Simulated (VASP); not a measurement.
The system is AlCl3, in a box.

```
CELL_PARAMETERS angstrom
13.59215 0.00000 0.00000
0.00000 14.09215 0.00000
0.00000 0.00000 14.59215
ATOMIC_POSITIONS crystal
Al 0.50000 0.50355 0.50000
Cl 0.40807 0.42980 0.58863
Cl 0.53265 0.44778 0.37181
Cl 0.55928 0.63307 0.53957
```

Base run:

* Program: VASP 6.6.1
* Functional: PBE
* Potentials or basis: VASP PAW PBE potentials, release 64 (Al, Cl)
* Cutoff: 400 eV
* k mesh: 1 × 1 × 1
* Occupations: gaussian, width 0.01 eV
* Spin: no spin polarisation

Its results: gap between the frontier levels 5.65 eV; largest force 0.051 eV/Å.

The run is repeated on the same cell with these changes: functional from PBE to RPBE. What comes out?

Gap between the frontier levels 5.72 eV; largest force 0.228 eV/Å.

Caveats: the PAW data sets were made with another functional, which shifts forces and pressure a little (some runs).

A k mesh can miss the band edges.

Not every run made on this cell is shown here.
